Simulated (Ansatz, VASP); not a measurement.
# Ge (Germanium): VASP beside Ansatz

Wanted: the spread between two codes on one cell, functional and k mesh. The cell is taken from a series of runs on this material, whose earlier steps may have relaxed, scaled, displaced or heated it; both programs get it as it stands.

Program: Ansatz 0.2.0. Level of theory: plane waves, with VASP 6.6.1 beside it; single point at r2SCAN, spin-orbit coupling. Results are calculated unless marked as measured.

## (1) The starting structure

The structure is cubic, space group Fd-3m (No. 227). Conventional cell: a = 5.435 Å, b = 5.435 Å, c = 5.435 Å, α = 90.00°, β = 90.00°, γ = 90.00°. Nearest to Ge lie 4 Ge at 2.35 Å.

## (2) VASP: single point, r2SCAN, spin-orbit coupling, pair 1

A single point gives forces, pressure and levels at one fixed geometry, so differences don't come from the geometry; what else differs is listed under the comparison.

Lines of VASP's logs that name or quote its potential files are left out, and so is its time.

Input file INCAR:

```
SYSTEM = Ge
PREC = Accurate
ENCUT = 450
EDIFF = 1E-06
NELM = 200
ISMEAR = 0
SIGMA = 0.01
LREAL = .FALSE.
ALGO = Normal
METAGGA = R2SCAN
LASPH = .TRUE.
LNONCOLLINEAR = .TRUE.
MAGMOM = 0 0 0 0 0 0
NBANDS = 40
GGA_COMPAT = .FALSE.
LSORBIT = .TRUE.
LORBIT = 11
LWAVE = .FALSE.
LCHARG = .FALSE.
ISIF = 2
EFERMI = MIDGAP
LMIXTAU = .TRUE.
KPAR = 2
```

Input file POSCAR:

```
Ge
1.0
    0.0000000000      2.7173632714      2.7173632714
    2.7173632714      0.0000000000      2.7173632714
    2.7173632714      2.7173632714      0.0000000000
Ge
2
Direct
    0.5000000000      0.5000000000      0.5000000000
    0.7500000000      0.7500000000      0.7500000000
```

Input file KPOINTS:

```
Automatic mesh
0
Gamma
8 8 8
0 0 0
```

PAW data sets: Ge_d (PBE family, release 64).

Run with:

```bash
> mpirun -np 2 vasp_ncl
```

Numbers of over 12 decimals in the logs are rounded to 6 here.

Log:

```text
[banner, memory and clock lines left out]
running    2 mpi-ranks, on    1 nodes
 distrk:  each k-point on    1 cores,    2 groups
 distr:  one band on    1 cores,    1 groups

 POSCAR found type information on POSCAR Ge
 POSCAR found :  1 types and       2 ions
|                                                                             |
|               ----> ADVICE to this user running VASP <----                  |
|                                                                             |
|     You enforced a specific xc type in the INCAR file but a different       |
|     [... a line on the potential file left out ...]
|     I HOPE YOU KNOW WHAT YOU ARE DOING!                                     |
|                                                                             |

 LDA part: xc-table for (None), standard interpolation
 POSCAR, INCAR and KPOINTS ok, starting setup
 FFT: planning ... GRIDC
 FFT: planning ... GRID_SOFT
 FFT: planning ... GRID
 WAVECAR not read
 entering main loop
       N       E                     dE             d eps       ncg     rms          rms(c)
DAV:   1     0.237668007193E+03    0.23767E+03   -0.12614E+04  2920   0.381E+03
DAV:   2     0.165820194213E+02   -0.22109E+03   -0.21186E+03  2320   0.832E+02
DAV:   3    -0.276419941828E+02   -0.44224E+02   -0.43743E+02  2624   0.198E+02
DAV:   4    -0.301731133342E+02   -0.25311E+01   -0.25280E+01  2624   0.565E+01
DAV:   5    -0.302243896723E+02   -0.51276E-01   -0.51274E-01  2608   0.897E+00    0.395E+00
DAV:   6    -0.275502967771E+02    0.26741E+01   -0.31485E-01  2696   0.979E+00    0.228E+00
DAV:   7    -0.276477850623E+02   -0.97488E-01   -0.32605E-01  2984   0.927E+00    0.467E-01
DAV:   8    -0.275535596857E+02    0.94225E-01   -0.94070E-02  2888   0.498E+00    0.153E-01
DAV:   9    -0.275230481923E+02    0.30511E-01   -0.16886E-02  2328   0.130E+00    0.108E-01
DAV:  10    -0.275083174830E+02    0.14731E-01   -0.12489E-02  2936   0.198E+00    0.837E-02
DAV:  11    -0.275527650487E+02   -0.44448E-01   -0.13242E-02  2320   0.936E-01    0.354E-02
DAV:  12    -0.275529783645E+02   -0.21332E-03   -0.22475E-04  2680   0.142E-01    0.357E-02
DAV:  13    -0.275529638687E+02    0.14496E-04   -0.37863E-06  2664   0.250E-02    0.394E-02
DAV:  14    -0.275532211284E+02   -0.25726E-03   -0.42286E-04  2984   0.380E-01    0.712E-03
DAV:  15    -0.275533473548E+02   -0.12623E-03   -0.24802E-05  2488   0.522E-02    0.706E-03
DAV:  16    -0.275533455304E+02    0.18244E-05   -0.60439E-07  2016   0.108E-02    0.592E-03
DAV:  17    -0.275533595296E+02   -0.13999E-04   -0.11597E-06  1968   0.141E-02    0.182E-03
DAV:  18    -0.275533661785E+02   -0.66489E-05   -0.16687E-06  1968   0.125E-02    0.534E-04
DAV:  19    -0.275533665827E+02   -0.40420E-06   -0.77363E-08  1472   0.439E-03
   1 F= -.27553367E+02 E0= -.27553367E+02  d E =0.000000E+00  mag=    -0.0000    -0.0000     0.0000
```

From OUTCAR (step 2):

```text
ion  position               nearest neighbor table
   1  0.500  0.500  0.500-   2 2.35   2 2.35   2 2.35   2 2.35
   2  0.750  0.750  0.750-   1 2.35   1 2.35   1 2.35   1 2.35

  LATTYP: Found a face centered cubic cell.
 ALAT       =     5.4347265428

 Subroutine GETGRP returns: Found 48 space group operations
 (whereof 24 operations were pure point group operations)

The static configuration has the point symmetry T_d .
 The point group associated with its full space group is O_h .

 Found     29 irreducible k-points:

   k-points           NKPTS =     29   k-points in BZ     NKDIM =     29   number of bands    NBANDS=     40

   dimension x,y,z NGX =    28 NGY =   28 NGZ =   28
   dimension x,y,z NGXF=    56 NGYF=   56 NGZF=   56

   ENCUT  =  450.0 eV  33.07 Ry    5.75 a.u.   6.65  6.65  6.65*2*pi/ulx,y,z

   NELECT =      28.0000    total number of electrons

 k-points in reciprocal lattice and weights: Automatic mesh
   0.00000000  0.00000000  0.00000000       0.002
   0.12500000  0.00000000  0.00000000       0.016
   0.25000000  0.00000000  0.00000000       0.016
   0.37500000  0.00000000  0.00000000       0.016
   0.50000000  0.00000000  0.00000000       0.008
   0.12500000  0.12500000  0.00000000       0.012
   0.25000000  0.12500000  0.00000000       0.047
   0.37500000  0.12500000  0.00000000       0.047
   0.50000000  0.12500000  0.00000000       0.047
[...]
-0.37500000  0.50000000  0.12500000       0.023
  -0.25000000  0.50000000  0.25000000       0.012

 average (electrostatic) potential at core
       1 -78.3282       2 -78.3282

 E-fermi :   6.4277

 k-point     1 :       0.0000    0.0000    0.0000
  band No.  band energies     occupation
    ...
     24       5.8650      1.00000
     25       6.1753      1.00000
     26       6.1753      1.00000
     27       6.1753      1.00000
     28       6.1753      1.00000
     29       7.6880      0.00000
     30       7.6880      0.00000
     31       8.6707      0.00000
     32       8.6707      0.00000
     33       8.8854      0.00000
    ...

 k-point     2 :       0.1250    0.0000    0.0000
  band No.  band energies     occupation
    ...
     24       3.7792      1.00000
     25       5.5565      1.00000
     26       5.5565      1.00000
     27       5.7551      1.00000
     28       5.7551      1.00000
     29       7.9841      0.00000
     30       7.9841      0.00000
     31       9.2890      0.00000
     32       9.2890      0.00000
     33       9.4341      0.00000
    ...

 k-point     3 :       0.2500    0.0000    0.0000
  band No.  band energies     occupation
    ...
     24       0.9941      1.00000
     25       4.8967      1.00000
     26       4.8967      1.00000
     27       5.0932      1.00000
     28       5.0932      1.00000
     29       7.4672      0.00000
     30       7.4672      0.00000
     31      10.0091      0.00000
     32      10.0091      0.00000
     33      10.1425      0.00000
    ...

  Total        3.0929303      3.0929303      3.0929303      0.0000000      0.0000000      0.0000000
  in kB      123.4831248    123.4831248    123.4831248      0.0000000      0.0000000      0.0000000
  external PRESSURE =     123.4831248 kB  Pullay stress =       0.0000000 kB

  energy-cutoff  :      450.00
  volume of cell :       40.13
      direct lattice vectors                 reciprocal lattice vectors
     0.000000000  2.717363271  2.717363271    -0.184001898  0.184001898  0.184001898
     2.717363271  0.000000000  2.717363271     0.184001898 -0.184001898  0.184001898
     2.717363271  2.717363271  0.000000000     0.184001898  0.184001898 -0.184001898

 POSITION                                       TOTAL-FORCE (eV/Angst)
 -----------------------------------------------------------------------------------
      2.71736      2.71736      2.71736        -0.000000     -0.000000     -0.000000
      4.07604      4.07604      4.07604         0.000000      0.000000      0.000000
 -----------------------------------------------------------------------------------
    total drift:                                0.000000      0.000000      0.000000

  FREE ENERGIE OF THE ION-ELECTRON SYSTEM (eV)
  ---------------------------------------------------
  free  energy   TOTEN  =       -27.5533665827 eV

  energy  without entropy=      -27.5533665827  energy(sigma->0) =      -27.55336658

 Spin-Orbit-Coupling matrix elements
 Ion:    1  E_soc:     -0.0176407
 Ion:    2  E_soc:     -0.0176407

 total charge
# of ion       s       p       d       tot
------------------------------------------
    1        1.099   1.430  10.045  12.575
    2        1.099   1.430  10.045  12.575
--------------------------------------------------
tot          2.198   2.861  20.091  25.149

 magnetization (x)
# of ion       s       p       d       tot
------------------------------------------
    1        0.000  -0.000  -0.000  -0.000
    2        0.000  -0.000  -0.000  -0.000
--------------------------------------------------
tot          0.000  -0.000  -0.000  -0.000

 magnetization (y)
# of ion       s       p       d       tot
------------------------------------------
    1        0.000   0.000  -0.000   0.000
    2        0.000   0.000  -0.000   0.000
--------------------------------------------------
tot          0.000   0.000  -0.000   0.000

 magnetization (z)
# of ion       s       p       d       tot
------------------------------------------
    1        0.000   0.000   0.000   0.000
    2        0.000   0.000   0.000   0.000
--------------------------------------------------
tot          0.000   0.000   0.000   0.000

[... 3 further parts left out ...]
```

The gap is read on the k-mesh alone, so it is an upper bound where the band edges lie off the mesh. The PAW data sets were made with PBE, which is usual practice but a small mismatch for other functionals.

(Part 1 of 4 ends here.)

[Lines on the potential files, build, host, timing and source positions are cut from VASP's logs without a mark.]

[Logs are printed without paths, hosts, clocks, repeated set-up lines and the standing remarks that a program may print on its own settings, such as how far it seeks lower states.]

[Hosts, paths, dates, database ids (printed as entryN), source tags and the programs' standing remarks are cut or masked in the printed files.]
